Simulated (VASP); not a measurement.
Consider the following.

```
SnSe2
1.0
    1.92960    -3.34217     0.00000
    1.92960     3.34217     0.00000
    0.00000     0.00000     6.28080
Sn Se
1 2
Direct
  0.00000   0.00000   0.00000
  0.33333   0.66667   0.25371
  0.66667   0.33333   0.74629
```

Method: PBE GGA with D3 dispersion (zero damping), VASP's PBE PAW potentials (set 64) (plane waves; VASP 6.6.1). Settings: 520 eV cut-off, 7×7×4 Γ-centred mesh, tetrahedra with Blöchl corrections, potentials Sn_d Se.

The cores are frozen, which limits the accuracy of field gradients.

Q: Give the principal components of the electric field gradient (V/Å²) and the asymmetry η at each nucleus.

A: 
| atom | Vxx | Vyy | Vzz | η |
|---|---|---|---|---|
| Sn1 | -1.0 | -1.0 | 1.9 | 0.00 |
| Se2 | 32.7 | 32.7 | -65.4 | 0.00 |
| Se3 | 32.7 | 32.7 | -65.4 | 0.00 |

The compound is SnSe2 in the 1T layered structure. It was relaxed first.
